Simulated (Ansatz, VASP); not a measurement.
# TiC: VASP beside Ansatz, part 2 of 2

Aim: how closely do two programs agree when they are given the same cell, functional and k mesh? The structure shown is the end of the Ansatz relaxation below.

VASP 6.6.1 and Ansatz 0.2.0.

So far. Step 3 (VASP: single point, LDA, pair 1): The run ends at a pressure of -1.14 GPa.

### Step 6. VASP: single point, LDA, pair 2 (continued)

Level of this step: LDA; plane waves and PAW (C, Ti_sv) (VASP).

Numbers of over 12 decimals in the logs are rounded to 6 here.

Parts of OUTCAR (step 6):

```text
  Total        0.0720052      0.0720052     -1.1267048      0.0000000     -0.0000000      0.0000000
  in kB        5.8900631      5.8900631    -92.1650444      0.0000000     -0.0000000      0.0000000
  external PRESSURE =     -26.7949727 kB  Pullay stress =       0.0000000 kB

 POSITION                                       TOTAL-FORCE (eV/Angst)
 -----------------------------------------------------------------------------------
      2.12290      2.12290      2.17302        -0.000000      0.000000      0.000000
      0.00000      0.00000      0.00000         0.000000     -0.000000      0.000000
 -----------------------------------------------------------------------------------
    total drift:                                0.000000     -0.000000     -0.000000

  FREE ENERGIE OF THE ION-ELECTRON SYSTEM (eV)
  ---------------------------------------------------
  free  energy   TOTEN  =       -20.5283071934 eV

  energy  without entropy=      -20.5283066404  energy(sigma->0) =      -20.52830701

[... 1 part as in an earlier step ...]

[... 2 further parts left out ...]
[key lines of the parts left out:]
E-fermi :   9.6577
```

The run ends at a pressure of -2.68 GPa.

### Step 7. Side by side

Compared:

| quantity | Ansatz | VASP | difference |
| --- | --- | --- | --- |
| pressure (GPa) | -3.24 | -2.68 | -0.56 |

### Step 8. Ansatz: relaxation, LDA

This run makes the geometry at which the two programs are then compared. The cell compared in this pair holds 19.71 Å³, against 19.59 Å³ for the pair before.

The structure compared here is the end of the Ansatz relaxation.

The input, input.yaml:

```yaml
crystal:
  lattice:
    - [0.0, 2.122903354, 2.1943257801]
    - [2.122903354, 0.0, 2.1943257801]
    - [2.122903354, 2.122903354, 0.0]
  atoms:
    - { symbol: C, position: [0.5, 0.5, 0.5] }
    - { symbol: Ti, position: [0.0, 0.0, 0.0] }
  conventional_axes: [[-1, 1, 1], [1, -1, 1], [1, 1, -1]]
kpoints:
  mp_grid: { grid: [16, 16, 16] }
hamiltonian:
  xc: lda
  pseudopotentials: { kind: paw, azcp: { folder: soft_1 }, xc_functional: pbe }
scf:
  occupations: { method: methfessel_paxton, width: 0.2 }
output:
  forces: true
  stress: true
  eigenvalues: true
relax:
  adjacent_minimum: "off"
  f_tol: 0.001
  max_steps: 60
  cell: { stress_tol: 0.01, fix: [c, angles] }
```

Run with:

```sh
$ ansatz run input.yaml --threads 4 --pin off --max-ram 10240MiB --backend cpu --events-out ev --progress --plain --runs-dir out
```

The log of the run:

```text
[...]
Crystal: 2 atoms, lattice volume = 19.778 Å³
Basis set: ecut = 420 eV, 371 PW (Γ)
Bands: 12, of which v1, the nominal top of the filled ones, is band 8 counted from 1 (7 counted from 0)
Symmetry: 16 space group operations
[...]
k-points: 349 of 4096
[...]
k-point 348: bands = [... 4 lower, 4.7282, 11.1850, 13.1110, 15.0247, 15.0247, 17.6714, 18.4464, 18.4464]
--- Relaxed structure (3 steps of the walk, 3 accepted, 1 SCFs on fresh bases) ---
[...]
cell:  # Å, volume = 19.7131 Å³
    - [0.0, 2.119393, 2.1943257801]
    - [2.119393, 0.0, 2.1943257801]
    - [2.119393, 2.119393, 0.0]
  atoms:
    - { symbol: C, position: [0.500000, 0.500000, 0.5] }
    - { symbol: Ti, position: [0, 0, 0] }
[key lines of the parts left out:]
SCF converged after 5 iterations
Free energy (F): -2695.160174 eV
Fermi energy:    14.819370 eV
P = ⅓ Tr σ = -4.6157 GPa (-46.157 kbar)
```

### Step 9. VASP: single point, LDA, pair 3

The same cell, functional (in two slightly different forms), mesh and smearing now go to VASP, with its own data sets.

The input, INCAR:

```
SYSTEM = TiC
PREC = Accurate
ENCUT = 600
EDIFF = 1E-06
NELM = 120
ISMEAR = 1
SIGMA = 0.2
LREAL = .FALSE.
ALGO = Normal
GGA = CA
NBANDS = 14
LASPH = .TRUE.
LORBIT = 11
LWAVE = .FALSE.
LCHARG = .FALSE.
ISIF = 2
GGA_COMPAT = .FALSE.
KPAR = 2
```

The input, POSCAR:

```
TiC
1.0
    0.0000000000      2.1193930711      2.1943257801
    2.1193930711      0.0000000000      2.1943257801
    2.1193930711      2.1193930711      0.0000000000
C Ti
1 1
Direct
    0.5000000000      0.5000000000      0.5000000000
    0.0000000000      0.0000000000      0.0000000000
```

The input, KPOINTS:

```
Automatic mesh
0
Gamma
16 16 16
0 0 0
```

PAW data sets: C and Ti_sv (LDA family, release 64).

Run with:

```sh
$ mpirun -np 2 vasp_std
```

The log of the run:

```text
[... set-up lines as in an earlier step ...]
 entering main loop
       N       E                     dE             d eps       ncg     rms          rms(c)
DAV:   1     0.125829704229E+03    0.12583E+03   -0.89203E+03  9800   0.151E+03
DAV:   2    -0.172846225619E+02   -0.14311E+03   -0.13476E+03 10324   0.371E+02
DAV:   3    -0.256403792053E+02   -0.83558E+01   -0.81740E+01 12922   0.864E+01
DAV:   4    -0.259919075284E+02   -0.35153E+00   -0.35126E+00 12298   0.161E+01
[...]
DAV:  12    -0.205147362245E+02    0.31088E-04   -0.34294E-04 11080   0.201E-01    0.456E-02
DAV:  13    -0.205147260012E+02    0.10223E-04   -0.23775E-05 11776   0.408E-02    0.694E-03
DAV:  14    -0.205147256503E+02    0.35087E-06   -0.68155E-07  7794   0.117E-02
   1 F= -.20514726E+02 E0= -.20514776E+02  d E =0.149670E-03
```

Parts of OUTCAR (step 9):

```text
  Total        0.0738450      0.0738450     -1.6483083      0.0000000     -0.0000000      0.0000000
  in kB        6.0017423      6.0017423   -133.9660972      0.0000000     -0.0000000      0.0000000
  external PRESSURE =     -40.6542042 kB  Pullay stress =       0.0000000 kB

 POSITION                                       TOTAL-FORCE (eV/Angst)
 -----------------------------------------------------------------------------------
      2.11939      2.11939      2.19433         0.000000     -0.000000      0.000000
      0.00000      0.00000      0.00000        -0.000000      0.000000      0.000000
 -----------------------------------------------------------------------------------
    total drift:                                0.000000     -0.000000     -0.000000

  FREE ENERGIE OF THE ION-ELECTRON SYSTEM (eV)
  ---------------------------------------------------
  free  energy   TOTEN  =       -20.5147256503 eV

  energy  without entropy=      -20.5148753199  energy(sigma->0) =      -20.51477554

[... 1 part as in an earlier step ...]

[... 2 further parts left out ...]
[key lines of the parts left out:]
E-fermi :   9.5786
```

The run ends at a pressure of -4.07 GPa.

### Step 10. Comparison

The two programs side by side:

| quantity | Ansatz | VASP | difference |
| --- | --- | --- | --- |
| pressure (GPa) | -4.62 | -4.07 | -0.55 |

### Step 11. What came out

```json
{
  "difference in pressure (single point, LDA, pair 1)": "-0.57 GPa",
  "difference in pressure (single point, LDA, pair 2)": "-0.56 GPa",
  "difference in pressure (single point, LDA, pair 3)": "-0.55 GPa"
}
```

In words: The difference in pressure is -0.57 GPa (single point, LDA, pair 1), within the 1 GPa picked in this series as the mark of a large difference. 13 further runs of this series are not shown here. How closely two codes agree says nothing of how well the functional describes the real material.

[Lines on the potential files, build, host, timing and source positions are cut from VASP's logs without a mark.]

[Logs are printed without paths, hosts, clocks, repeated set-up lines and the standing remarks that a program may print on its own settings, such as how far it seeks lower states.]

[Hosts, paths, dates, database ids (printed as entryN), source tags and the programs' standing remarks are cut or masked in the printed files.]
